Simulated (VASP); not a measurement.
Computed with PBEsol GGA, VASP's PBE PAW potentials (set 64) (plane waves; VASP 6.6.1).

A VASP calculation is set up with these files.

### POSCAR
```
GaIn3N4
1.0
 -0.0055096071   4.8642392195   4.8767541541
  4.8642392195  -0.0055096071   4.8767541541
  2.4293648061   2.4293648061   0.0000000000
In N Ga
3 4 1
Cart
  4.8587296119   4.8587296119   9.7472446452
  4.8582313167   7.2885927141   7.3165390501
  7.2885927141   4.8582313167   7.3165390501
  1.2146824036   1.2146824036   1.2200993504
  3.5715424728   1.2871871391   3.7345315255
  1.2871871391   3.5715424728   3.7345315255
  3.6440472090   3.6440472090   5.9573648973
  2.4293648062   2.4293648062   4.8639373419
```

INCAR:
```
! general
SYSTEM  = GaIn3N4
PREC    = Accurate
ENCUT   = 520
LREAL   = .FALSE.
LASPH   = .TRUE.

! electronic loop
EDIFF   = 1E-7
NELM    = 100
ALGO    = Normal
LMAXMIX = 4

! smearing
ISMEAR  = -5

! functional
GGA     = PS

! ions
ISIF    = 2

! output
LWAVE   = .FALSE.
LCHARG  = .TRUE.
LORBIT  = 11
NEDOS   = 601

! other
LEFG    = .TRUE.
```

### KPOINTS
```
Automatic mesh
0
Gamma
5 5 9
0 0 0
```

POTCAR, in this order: In_d N Ga_d (PBE.64 set). Program: vasp_std.

Question: Estimate the energy per atom (σ→0).

Answer: 
The energy per atom (σ→0) comes out as -5.928 eV/atom.

### OSZICAR
```
...
DAV:  12    -0.474239665236E+02    0.76106E-06   -0.72498E-04  8553   0.247E-01    0.976E-02
DAV:  13    -0.474239026547E+02    0.63869E-04   -0.32313E-04 10225   0.154E-01    0.406E-02
DAV:  14    -0.474239080355E+02   -0.53808E-05   -0.47486E-05  6684   0.406E-02    0.936E-03
DAV:  15    -0.474239080816E+02   -0.46115E-07   -0.39828E-06  8750   0.189E-02    0.555E-03
DAV:  16    -0.474239078692E+02    0.21245E-06   -0.11946E-06  7288   0.103E-02    0.275E-03
DAV:  17    -0.474239077145E+02    0.15462E-06   -0.25535E-07  5174   0.431E-03    0.184E-03
DAV:  18    -0.474239077072E+02    0.73842E-08   -0.10468E-07  4244   0.275E-03
   1 F= -.47423908E+02 E0= -.47423908E+02  d E =0.000000E+00
```

The structure was generated: GaIn3N4 was put into an ordered model structure (Amm2), which need not be its known phase. It was relaxed first.
